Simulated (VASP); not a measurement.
VASP runs on Tc (space group I4_1/amd) share one base input (PBE GGA, plane waves, VASP's PBE PAW potentials (set 64)) and change the settings named in each case.

### KPOINTS
```
Automatic mesh
0
Gamma
11 11 11
0 0 0
```

### POSCAR
```
Tc
1
   -2.3955800000     2.3955800000     1.3070570000
    2.3955800000    -2.3955800000     1.3070570000
    2.3955800000     2.3955800000    -1.3070570000
Tc
2
Direct
  0.7500000000   0.2500000000   0.5000000000
  0.0000000000   0.0000000000   0.0000000000
```

**INCAR**
```
# general
SYSTEM  = Tc
PREC    = Accurate
ENCUT   = 300
LREAL   = .FALSE.
LASPH   = .TRUE.

# electronic loop
EDIFF   = 1E-6
NELM    = 100   # most electronic steps
ALGO    = Normal
LMAXMIX = 4   # l cut-off of mixed one-centre charges

# smearing
ISMEAR  = 0
SIGMA   = 0.1   # width (eV)

# functional
GGA     = PE

# ions
ISIF    = 2

# output
LWAVE   = .FALSE.
LCHARG  = .FALSE.
```

POTCAR, in this order: Tc_pv (PBE.64 set). Program: vasp_std.

```csv
change,E(σ→0) (eV/atom),pressure (GPa),−TS (eV)
base run,-9.5130,11.59,-0.0155
"GGA removed, POTCAR Tc_pv (LDA.64 set)",-10.8708,?,-0.0155
"GGA_COMPAT = .FALSE., LNONCOLLINEAR = .TRUE., LSORBIT = .TRUE., MAGMOM = 0.0 0.0 0.0 0.0 0.0 0.0, program vasp_ncl",-9.6113,11.73,-0.0161
KPOINTS 1×1×1 Γ-centred mesh,-11.6699,1.65,-0.1959
```

Question: Some entries are withheld; supply them.

Answer: 
- GGA removed, POTCAR Tc_pv (LDA.64 set), pressure (GPa): -1.56

Energies of different potentials or functionals have different zeros.  At 300 eV the pressure can carry a Pulay error.

Left out are runs that ran out of time, are held back, or changed the cell or the kind of run, fixed moments of cells without a moment, rows past the twelfth, gaps on odd meshes, pressures of charged cells and columns that move by less than the noise.

The structure was generated: Tc was put into an ordered model structure, which need not be its known phase. The cell was not relaxed at this level.
